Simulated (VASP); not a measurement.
All values below come from PBEsol GGA, VASP's PBE PAW potentials (set 64) (plane waves; VASP 6.6.1).

Input for VASP

### POSCAR
```
HoPb3
1
    4.7907649365     0.0000000000    -0.0718614740
    0.0000000000     4.7907649365     0.0000000000
   -0.0718614740     0.0000000000     4.7907649365
Ho Pb
1 3
Direct
  0.0000000000   0.0000000000   0.0000000000
  0.0000000000   0.5000000000   0.5000000000
  0.5000000000   0.0000000000   0.5000000000
  0.5000000000   0.5000000000   0.0000000000
```

### KPOINTS
```
Automatic mesh
0
G
  6 6 6
0 0 0
```

### INCAR
```
SYSTEM = HoPb3
PREC = Accurate; ENCUT = 480; LREAL = .FALSE.
LASPH = .TRUE.
EDIFF = 1E-7; NELM = 100; ALGO = Normal
LMAXMIX = 6
ISMEAR = 1; SIGMA = 0.1
GGA = PS
ISIF = 2
LWAVE = .FALSE.; LCHARG = .FALSE.
```

POTCAR, in this order: Ho_3 Pb_d (PBE.64 set). Program: vasp_std.

What VASP printed:

**OSZICAR**
```
       N       E                     dE             d eps       ncg     rms          rms(c)
DAV:   1     0.584554869757E+03    0.58455E+03   -0.23028E+04  3216   0.186E+03
DAV:   2     0.366890347483E+02   -0.54787E+03   -0.54242E+03  4068   0.597E+02
DAV:   3    -0.150871078355E+02   -0.51776E+02   -0.50942E+02  4308   0.204E+02
DAV:   4    -0.181724045741E+02   -0.30853E+01   -0.29998E+01  4548   0.534E+01
DAV:   5    -0.182975745759E+02   -0.12517E+00   -0.12402E+00  4514   0.975E+00    0.158E+01
DAV:   6    -0.181837449298E+02    0.11383E+00   -0.25877E-01  4544   0.604E+00    0.927E+00
DAV:   7    -0.181579663928E+02    0.25779E-01   -0.18675E-01  4420   0.473E+00    0.603E-01
DAV:   8    -0.181566425664E+02    0.13238E-02   -0.27302E-02  4152   0.241E+00    0.122E-01
DAV:   9    -0.181567040553E+02   -0.61489E-04   -0.24310E-03  5686   0.422E-01    0.411E-02
DAV:  10    -0.181566964174E+02    0.76379E-05   -0.87184E-05  4528   0.903E-02    0.134E-02
DAV:  11    -0.181566966854E+02   -0.26793E-06   -0.15237E-05  4890   0.318E-02    0.541E-03
DAV:  12    -0.181566963783E+02    0.30702E-06   -0.46113E-06  4348   0.228E-02    0.631E-03
DAV:  13    -0.181566961747E+02    0.20360E-06   -0.59331E-07  3304   0.107E-02    0.113E-03
DAV:  14    -0.181566961616E+02    0.13124E-07   -0.16483E-07  2292   0.438E-03
   1 F= -.18156696E+02 E0= -.18156871E+02  d E =0.524379E-03
```

File OUTCAR:
```
------------------------ aborting loop because EDIFF is reached ----------------------------------------
  FORCE on cell =-STRESS in cart. coord.  units (eV):
  Direction    XX          YY          ZZ          XY          YZ          ZX
  --------------------------------------------------------------------------------------
  Total        0.0083170      0.0473721      0.0083170      0.0000000      0.0000000      0.2923897
  in kB        0.1212163      0.6904245      0.1212163      0.0000000      0.0000000      4.2614338
  external PRESSURE =       0.3109524 kB  Pullay stress =       0.0000000 kB
  volume of cell :      109.93
      direct lattice vectors                 reciprocal lattice vectors
     4.790764936  0.000000000 -0.071861474     0.208781909  0.000000000  0.003131729
     0.000000000  4.790764936  0.000000000     0.000000000  0.208734933  0.000000000
    -0.071861474  0.000000000  4.790764936     0.003131729  0.000000000  0.208781909
 POSITION                                       TOTAL-FORCE (eV/Angst)
 -----------------------------------------------------------------------------------
      0.00000      0.00000      0.00000        -0.000000      0.000000      0.000000
     -0.03593      2.39538      2.39538         0.000000      0.000000      0.000000
      2.35945      0.00000      2.35945        -0.000000      0.000000      0.000000
      2.39538      2.39538     -0.03593         0.000000      0.000000      0.000000
 -----------------------------------------------------------------------------------
    total drift:                                0.000000      0.000000      0.000000
  FREE ENERGIE OF THE ION-ELECTRON SYSTEM (eV)
  ---------------------------------------------------
  free  energy   TOTEN  =       -18.1566961616 eV

  energy  without entropy=      -18.1572205405  energy(sigma->0) =      -18.15687095
```
(Selected blocks of OUTCAR.)

File OUTCAR:
```
 val. band max:        7.2807819127   @ k =  -0.3333   0.1667   0.1667

 cond. band min:       7.3275091763   @ k =  -0.1667   0.3333   0.1667


 Fermi energy:         7.3174627589

 k-point     1 :       0.0000    0.0000    0.0000
  band No.  band energies     occupation
      1     -17.5882      2.00000
      2     -17.5790      2.00000
      3     -17.5690      2.00000
      4      -9.9204      2.00000
      5      -9.9192      2.00000
      6      -9.8994      2.00000
      7      -9.8980      2.00000
      8      -9.7113      2.00000
      9      -9.7098      2.00000
     10      -9.5984      2.00000
     11      -9.5864      2.00000
     12      -9.5750      2.00000
     13      -9.5275      2.00000
     14      -9.5257      2.00000
     15      -9.3700      2.00000
     16      -9.3544      2.00000
     17      -9.3480      2.00000
     18      -9.3431      2.00000
     19      -4.5397      2.00000
     20       0.4536      2.00000
     21       0.4659      2.00000
     22       4.2744      2.00000
     23       4.3564      2.00000
     24       4.4432      2.00000
     25       8.4637     -0.00000
     26       8.6806     -0.00000
     27       8.8118     -0.00000
     28       8.8161     -0.00000
     29       8.8244     -0.00000
     30       8.9781     -0.00000

 k-point     2 :       0.1667    0.0000   -0.0000
  band No.  band energies     occupation
      1     -17.5915      2.00000
      2     -17.5795      2.00000
      3     -17.5719      2.00000
      4      -9.9068      2.00000
      5      -9.8878      2.00000
      6      -9.8723      2.00000
      7      -9.8722      2.00000
      8      -9.7043      2.00000
      9      -9.6889      2.00000
     10      -9.5993      2.00000
     11      -9.5835      2.00000
     12      -9.5774      2.00000
     13      -9.5448      2.00000
     14      -9.5266      2.00000
     15      -9.3956      2.00000
     16      -9.3908      2.00000
     17      -9.3753      2.00000
     18      -9.3510      2.00000
...
```

The 4f electrons are frozen in the core of the lanthanide potential, so 4f levels, which can set the real gap, and their magnetism are missing. Unless said otherwise, spin-orbit coupling is left out, though it shifts the bands of the heavy elements here.

The structure comes from a computed database's HoPb3 entry (Pm-3m); how it stands against other phases isn't given here. This cell was strained or had an atom moved on purpose. The electron count is odd and the run is not spin-polarised, which forces a metal.
